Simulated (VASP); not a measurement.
Computed with PBE GGA, VASP's PBE PAW potentials (set 64) (plane waves; VASP).

VASP ran on this input.

File KPOINTS:
```
Automatic mesh
0
Gamma
7 7 7
0 0 0
```

**INCAR**
```
# general
SYSTEM   =  SrO
PREC     =  Accurate
ENCUT    =  520
LREAL    =  .False.
LASPH    =  .True.

# electronic loop
EDIFF    =  1E-7
NELM     =  100
ALGO     =  Normal
LMAXMIX  =  4

# smearing
ISMEAR   =  0
SIGMA    =  0.05

# functional
GGA      =  PE

# ions
IBRION   =  2
NSW      =  40
ISIF     =  3
EDIFFG   =  -0.001

# output
LWAVE    =  .False.
LCHARG   =  .False.
```

### POSCAR
```
SrO
1.0
  0.0000000000   2.5800000000   2.5800000000
  2.5800000000   0.0000000000   2.5800000000
  2.5800000000   2.5800000000   0.0000000000
Sr O
1 1
Direct
 -0.0135658915   0.0135658915   0.0329457364
  0.5000000000   0.5000000000   0.5000000000
```

POTCAR, in this order: Sr_sv O (PBE.64 set). Program: vasp_std.

Output of the run:

OUTCAR:
```
 ion  position               nearest neighbor table
   1  0.986  0.014  0.033-   2 2.46   2 2.53   2 2.58   2 2.58   2 2.63   2 2.70
   2  0.500  0.500  0.500-   1 2.46   1 2.53   1 2.58   1 2.58   1 2.63   1 2.70
  LATTYP: Found a face centered cubic cell.
 ALAT       =     5.1600000000
 Subroutine PRICEL returns:
 Original cell was already a primitive cell.
 Subroutine GETGRP returns: Found  2 space group operations
The static configuration has the point symmetry C_1h.
The dynamic configuration has the point symmetry C_1h.
 Subroutine INISYM returns: Found  2 space group operations
 Subroutine IBZKPT returns following result:
 Found    100 irreducible k-points:

 Following reciprocal coordinates:
            Coordinates               Weight
  0.000000  0.000000  0.000000      1.000000
  0.142857  0.000000  0.000000      4.000000
  0.000000  0.000000  0.142857      4.000000
  0.285714  0.000000  0.000000      4.000000
  0.000000  0.000000  0.285714      4.000000
  0.428571  0.000000  0.000000      4.000000
  0.000000  0.000000  0.428571      4.000000
  0.142857  0.142857  0.000000      2.000000
  0.000000  0.142857  0.142857      2.000000
  0.142857  0.000000  0.142857      2.000000
  0.285714  0.142857  0.000000      4.000000
  0.000000  0.285714  0.142857      4.000000
  0.142857  0.000000  0.285714      4.000000
  0.142857  0.142857 -0.142857      4.000000
  0.000000  0.142857  0.285714      4.000000
 -0.142857  0.142857 -0.142857      4.000000
  0.428571  0.142857  0.000000      4.000000
  0.000000  0.428571  0.142857      4.000000
  0.142857  0.000000  0.428571      4.000000
  0.142857  0.142857 -0.285714      4.000000
  0.000000  0.142857  0.428571      4.000000
 -0.142857  0.285714 -0.142857      4.000000
 -0.428571  0.142857  0.000000      4.000000
  0.000000 -0.428571  0.142857      4.000000
...
```

File OSZICAR:
```
...
DAV:   8    -0.120475243599E+02   -0.16314E-07   -0.22251E-08  1480   0.179E-03
   4 F= -.12047524E+02 E0= -.12047524E+02  d E =-.368522E-02
       N       E                     dE             d eps       ncg     rms          rms(c)
DAV:   1    -0.120606676448E+02   -0.13143E-01   -0.69586E+00  2400   0.247E+01    0.156E+00
DAV:   2    -0.120563173511E+02    0.43503E-02   -0.17074E-01  3092   0.406E+00    0.872E-01
DAV:   3    -0.120528071269E+02    0.35102E-02   -0.92251E-03  3572   0.958E-01    0.579E-01
DAV:   4    -0.120521443081E+02    0.66282E-03   -0.36053E-03  4108   0.505E-01    0.274E-01
DAV:   5    -0.120522933572E+02   -0.14905E-03   -0.16383E-04  3612   0.122E-01    0.972E-02
DAV:   6    -0.120523349958E+02   -0.41639E-04   -0.71968E-05  4012   0.648E-02    0.122E-02
DAV:   7    -0.120523357853E+02   -0.78947E-06   -0.26905E-06  2728   0.171E-02    0.628E-03
DAV:   8    -0.120523357852E+02    0.12642E-09   -0.48325E-07  2900   0.749E-03
   5 F= -.12052336E+02 E0= -.12052336E+02  d E =-.849665E-02
       N       E                     dE             d eps       ncg     rms          rms(c)
DAV:   1    -0.120640334305E+02   -0.11698E-01   -0.18156E+00  2400   0.127E+01    0.100E+00
DAV:   2    -0.120575543933E+02    0.64790E-02   -0.50283E-02  3112   0.219E+00    0.510E-01
DAV:   3    -0.120549077190E+02    0.26467E-02   -0.37246E-03  3604   0.661E-01    0.362E-01
DAV:   4    -0.120543011308E+02    0.60659E-03   -0.20010E-03  4148   0.376E-01    0.182E-01
DAV:   5    -0.120543287470E+02   -0.27616E-04   -0.59720E-05  3088   0.796E-02    0.639E-02
DAV:   6    -0.120543298299E+02   -0.10830E-05   -0.44694E-05  3884   0.530E-02    0.839E-03
DAV:   7    -0.120543289181E+02    0.91179E-06   -0.14235E-06  2604   0.121E-02    0.463E-03
DAV:   8    -0.120543289983E+02   -0.80131E-07   -0.23676E-07  3352   0.396E-03
   6 F= -.12054329E+02 E0= -.12054329E+02  d E =-.199321E-02
       N       E                     dE             d eps       ncg     rms          rms(c)
DAV:   1    -0.120543301198E+02   -0.12016E-05   -0.15934E-04  2444   0.119E-01    0.950E-03
DAV:   2    -0.120543296367E+02    0.48305E-06   -0.44825E-06  3104   0.206E-02    0.475E-03
DAV:   3    -0.120543294425E+02    0.19427E-06   -0.30471E-07  2556   0.622E-03    0.348E-03
DAV:   4    -0.120543293896E+02    0.52816E-07   -0.18608E-07  2228   0.381E-03
   7 F= -.12054329E+02 E0= -.12054329E+02  d E =-.199360E-02
       N       E                     dE             d eps       ncg     rms          rms(c)
DAV:   1    -0.120568828608E+02   -0.25534E-02   -0.96627E-02  2512   0.295E+00    0.432E-01
DAV:   2    -0.120550377799E+02    0.18451E-02   -0.64836E-03  3004   0.705E-01    0.161E-01
DAV:   3    -0.120545340876E+02    0.50369E-03   -0.74647E-04  3148   0.308E-01    0.132E-01
DAV:   4    -0.120543965620E+02    0.13753E-03   -0.66902E-04  3756   0.194E-01    0.888E-02
DAV:   5    -0.120544125584E+02   -0.15996E-04   -0.16624E-05  2852   0.464E-02    0.318E-02
DAV:   6    -0.120544177135E+02   -0.51551E-05   -0.20369E-05  3948   0.357E-02    0.747E-03
DAV:   7    -0.120544184494E+02   -0.73583E-06   -0.51317E-07  2780   0.735E-03    0.189E-03
DAV:   8    -0.120544185219E+02   -0.72550E-07   -0.47077E-08  1540   0.233E-03
   8 F= -.12054419E+02 E0= -.12054419E+02  d E =-.891323E-04
       N       E                     dE             d eps       ncg     rms          rms(c)
DAV:   1    -0.120547176616E+02   -0.29921E-03   -0.10575E-02  2512   0.974E-01    0.142E-01
DAV:   2    -0.120545179671E+02    0.19969E-03   -0.70826E-04  3024   0.233E-01    0.532E-02
DAV:   3    -0.120544636537E+02    0.54313E-04   -0.81676E-05  3164   0.102E-01    0.445E-02
DAV:   4    -0.120544488559E+02    0.14798E-04   -0.71731E-05  3760   0.637E-02    0.299E-02
DAV:   5    -0.120544489004E+02   -0.44547E-07   -0.17513E-06  2852   0.150E-02    0.108E-02
DAV:   6    -0.120544480847E+02    0.81571E-06   -0.23282E-06  3940   0.119E-02    0.234E-03
DAV:   7    -0.120544478789E+02    0.20580E-06   -0.52093E-08  1572   0.239E-03    0.616E-04
DAV:   8    -0.120544478533E+02    0.25684E-07   -0.80322E-09  1268   0.973E-04
   9 F= -.12054448E+02 E0= -.12054448E+02  d E =-.118464E-03
       N       E                     dE             d eps       ncg     rms          rms(c)
DAV:   1    -0.120544818501E+02   -0.33971E-04   -0.24384E-03  2436   0.469E-01    0.460E-02
DAV:   2    -0.120544635290E+02    0.18321E-04   -0.80105E-05  3112   0.852E-02    0.212E-02
DAV:   3    -0.120544571660E+02    0.63629E-05   -0.82074E-06  3452   0.318E-02    0.155E-02
DAV:   4    -0.120544555713E+02    0.15947E-05   -0.51757E-06  3960   0.188E-02    0.816E-03
DAV:   5    -0.120544552628E+02    0.30855E-06   -0.14315E-07  2136   0.427E-03    0.267E-03
DAV:   6    -0.120544550203E+02    0.24248E-06   -0.82185E-08  1540   0.275E-03    0.324E-04
DAV:   7    -0.120544550020E+02    0.18328E-07   -0.23372E-08  1280   0.117E-03
  10 F= -.12054455E+02 E0= -.12054455E+02  d E =-.714871E-05
       N       E                     dE             d eps       ncg     rms          rms(c)
DAV:   1    -0.120544609168E+02   -0.58965E-05   -0.47950E-04  2436   0.208E-01    0.204E-02
DAV:   2    -0.120544574092E+02    0.35076E-05   -0.15695E-05  3120   0.377E-02    0.938E-03
DAV:   3    -0.120544562104E+02    0.11987E-05   -0.16118E-06  3452   0.141E-02    0.683E-03
DAV:   4    -0.120544558965E+02    0.31395E-06   -0.10082E-06  3940   0.835E-03    0.362E-03
DAV:   5    -0.120544557426E+02    0.15385E-06   -0.27992E-08  1396   0.190E-03    0.118E-03
DAV:   6    -0.120544556344E+02    0.10826E-06   -0.16908E-08  1272   0.124E-03    0.145E-04
DAV:   7    -0.120544556259E+02    0.84779E-08   -0.48316E-09  1252   0.534E-04
  11 F= -.12054456E+02 E0= -.12054456E+02  d E =-.777265E-05
       N       E                     dE             d eps       ncg     rms          rms(c)
DAV:   1    -0.120544717209E+02   -0.16086E-04   -0.26123E-03  2400   0.479E-01    0.406E-02
DAV:   2    -0.120544620549E+02    0.96659E-05   -0.85828E-05  3084   0.898E-02    0.190E-02
DAV:   3    -0.120544592610E+02    0.27939E-05   -0.65684E-06  3728   0.262E-02    0.132E-02
DAV:   4    -0.120544588071E+02    0.45388E-06   -0.27542E-06  4012   0.132E-02    0.780E-03
DAV:   5    -0.120544593354E+02   -0.52826E-06   -0.76547E-08  2016   0.287E-03    0.271E-03
DAV:   6    -0.120544596025E+02   -0.26714E-06   -0.20034E-07  2924   0.254E-03    0.490E-04
DAV:   7    -0.120544595962E+02    0.63028E-08   -0.30877E-09  1272   0.447E-04
  12 F= -.12054460E+02 E0= -.12054460E+02  d E =-.397032E-05
       N       E                     dE             d eps       ncg     rms          rms(c)
DAV:   1    -0.120544606835E+02   -0.10810E-05   -0.19370E-04  2400   0.130E-01    0.111E-02
DAV:   2    -0.120544599130E+02    0.77049E-06   -0.63675E-06  3088   0.245E-02    0.520E-03
DAV:   3    -0.120544597008E+02    0.21216E-06   -0.46557E-07  3252   0.712E-03    0.360E-03
DAV:   4    -0.120544596796E+02    0.21256E-07   -0.18232E-07  2064   0.379E-03
  13 F= -.12054460E+02 E0= -.12054460E+02  d E =-.405368E-05
       N       E                     dE             d eps       ncg     rms          rms(c)
DAV:   1    -0.120544683287E+02   -0.86278E-05   -0.10474E-03  2400   0.305E-01    0.250E-02
DAV:   2    -0.120544644025E+02    0.39261E-05   -0.28320E-05  3120   0.511E-02    0.132E-02
DAV:   3    -0.120544625391E+02    0.18634E-05   -0.23302E-06  3348   0.166E-02    0.813E-03
DAV:   4    -0.120544620901E+02    0.44907E-06   -0.13200E-06  3916   0.100E-02    0.350E-03
DAV:   5    -0.120544619449E+02    0.14513E-06   -0.36719E-08  1416   0.216E-03    0.125E-03
DAV:   6    -0.120544618389E+02    0.10607E-06   -0.14268E-08  1312   0.120E-03    0.156E-04
DAV:   7    -0.120544618269E+02    0.11924E-07   -0.34464E-09  1260   0.481E-04
  14 F= -.12054462E+02 E0= -.12054462E+02  d E =-.214735E-05
```

File OUTCAR:
```
------------------------ aborting loop because EDIFF is reached ----------------------------------------
  FORCE on cell =-STRESS in cart. coord.  units (eV):
  Direction    XX          YY          ZZ          XY          YZ          ZX
  --------------------------------------------------------------------------------------
  Total        0.0013668     -0.0002047     -0.0003293     -0.0000766      0.0000000      0.0000000
  in kB        0.0621221     -0.0093046     -0.0149653     -0.0034807      0.0000000      0.0000000
  external PRESSURE =       0.0126174 kB  Pullay stress =       0.0000000 kB
  volume of cell :       35.25
      direct lattice vectors                 reciprocal lattice vectors
     0.000018257  2.602442939  2.602470433    -0.192139386  0.192128519  0.192125141
     2.602299629  0.000022135  2.602470433     0.192139386 -0.192128519  0.192125141
     2.602317887  2.602465074  0.000000000     0.192136117  0.192125823 -0.192125141
  FREE ENERGIE OF THE ION-ELECTRON SYSTEM (eV)
  ---------------------------------------------------
  free  energy   TOTEN  =       -12.0544618269 eV

  energy  without entropy=      -12.0544618269  energy(sigma->0) =      -12.05446183

 reached required accuracy - stopping structural energy minimisation
```
(Selected blocks of OUTCAR.)

### CONTCAR
```
SrO
   1.00000000000000
     0.0000182573943720    2.6024429388712154    2.6024704333868391
     2.6022996293140803    0.0000221347482398    2.6024704333868391
     2.6023178867084531    2.6024650736194550    0.0000000000000000
  Sr              O
     1     1
Direct
     0.9932171989110107    0.0067828010889895    0.0164284422982204
     0.4932169095889888    0.5067830904110114    0.5165172941017817
```

Energy and stress use the plane-wave basis of the starting cell.

The compound is SrO in the rock salt structure. In the starting cell atoms are displaced from their ideal sites. This run relaxes it. Symmetry was kept, so distortions that lower it aren't found.
